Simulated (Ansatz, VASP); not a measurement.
**One calculation of Be3SnN, two programs**

```
Be Sn N
1.0
     4.48978    0.00000    0.00000
     0.00000    4.48978    0.00000
     0.00000    0.00000    4.48978
Be Sn N
3 1 1
Cartesian
  0.0000 2.2449 2.2449
  2.2449 0.0000 2.2449
  2.2449 2.2449 0.0000
  2.2449 2.2449 2.2449
  0.0000 0.0000 0.0000
```

Alike in both runs: task electric field gradients; functional PBE; k mesh 8 × 8 × 8; occupations fermi-dirac, width 0.15 eV; no spin polarisation.

|  | VASP | Ansatz |
| --- | --- | --- |
| version | VASP 6.6.1 | Ansatz 0.2.0 |
| potentials or method | VASP PAW PBE potentials, release 64 (Be, Sn_d, N) | scalar-relativistic, plane waves, PAW |
| plane-wave cutoff (eV) | 520 | 420 |
| valence electrons in the cell | 25 | 25 |

|  | VASP | Ansatz | Ansatz less VASP |
| --- | --- | --- | --- |
| gap on the k mesh at the Fermi level (eV) | none | none | - |
| pressure (GPa) | -0.1 | 0.0 | +0.07 |
| Vzz of the field gradient on the site that differs most (V/Å²) | -11.2 | -8.5 | +2.68 |

A gap of «none» marks a metal or a gap that the smearing closes. Ansatz warned: «gradients_without_spin_orbit».
